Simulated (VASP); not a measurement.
Data:

```xyz
2
Lattice="0.0000 2.3704 2.3704 2.3704 0.0000 2.3704 2.3704 2.3704 0.0000" Properties=species:S:1:pos:R:3 pbc="T T T"
Y      0.0000     0.0000     0.0000
N      2.3704     2.3704     2.3704
```

These are PBE GGA, VASP's PBE PAW potentials (set 64) (plane waves; VASP) values and carry that method's errors. Numerical set-up: 620 eV cut-off, 13×13×13 Γ-centred mesh, first-order Methfessel-Paxton smearing of 0.10 eV, potentials Y_sv N.

Energy and stress use the plane-wave basis of the starting cell.

**Question.** The ions, cell shape and volume at an external pressure of 30.0 GPa are relaxed. Which structure does the run end with?

**Answer.** 
```xyz
2
Lattice="0.0000 2.3396 2.3396 2.3396 0.0000 2.3396 2.3396 2.3396 0.0000" Properties=species:S:1:pos:R:3 pbc="T T T"
Y      2.3396     2.3396     0.0000
N      2.3396     2.3396     2.3396
```
Space group Fm-3m (225), at a tolerance of 0.03 Å.

**Question.** How do energy and volume change from the first to the last step?

**Answer.** The energy (σ→0) changes by +79.2 meV/atom and the volume by -3.8 %, in 4 ionic steps.

The compound is YN in the rock salt structure. This run relaxes it under an external pressure of 30 GPa. Symmetry was kept, so distortions that lower it aren't found.
